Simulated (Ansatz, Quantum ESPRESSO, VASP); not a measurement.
Fitting the PBE energy curve of MgB

It takes space group Pm-3m (No. 221, cubic). The conventional cell has a = 2.895 Å, b = 2.895 Å, c = 2.895 Å, α = 90.00°, β = 90.00°, γ = 90.00°. Mg (site symmetry m-3m) is surrounded by 8 B at 2.51 Å. Around B (site symmetry m-3m) lie 8 Mg at 2.51 Å.

The cell comes from a database or a generator and needn't be the stable form of this composition.

The cell was scaled at fixed shape and fractions and run with Ansatz, all-electron LAPW, scalar-relativistic; PBE, k mesh 9 × 9 × 9 on the cell of 2 atoms, fermi-dirac occupations of 0.05 eV, no spin polarisation, no spin-orbit coupling. Energies are those that the program minimises, any entropy of the smearing included. For a metal such a mesh isn't converged to the digits shown.

```csv
V (Å³/atom),energy over the lowest row (meV/atom)
11.4054,12.956
11.6481,5.662
11.8908,?
12.1334,0.000
12.3761,1.046
12.6188,4.394
12.8614,9.864
```

Q: Fit the third-order Birch-Murnaghan form, give V0, B0 and B′, and predict the energy left open.

A: With y = (V0/V)^(2/3), E = E0 + (9 V0 B0/16) [(y - 1)³ B′ + (y - 1)² (6 - 4y)]. Least squares through the rows shown give V0 = 12.1488 Å³/atom, E0 = -0.020 meV, B0 = 82.81 GPa (1 eV/Å³ = 160.218 GPa) and B′ = 3.70, with a largest miss of 0.015 meV. At V = 11.8908 the form with these constants gives 1.444 meV; the run gave 1.452 meV an atom. Other set-ups at this level, from all their volumes (Å³/atom, GPa): Ansatz, Ansatz PAW (earlier soft set): V0 12.154, B0 82.68; Quantum ESPRESSO, SSSP 1.3 efficiency PBE: V0 12.118, B0 84.14; VASP, PBE PAW files B, Mg, 520 eV: V0 12.126, B0 83.83.
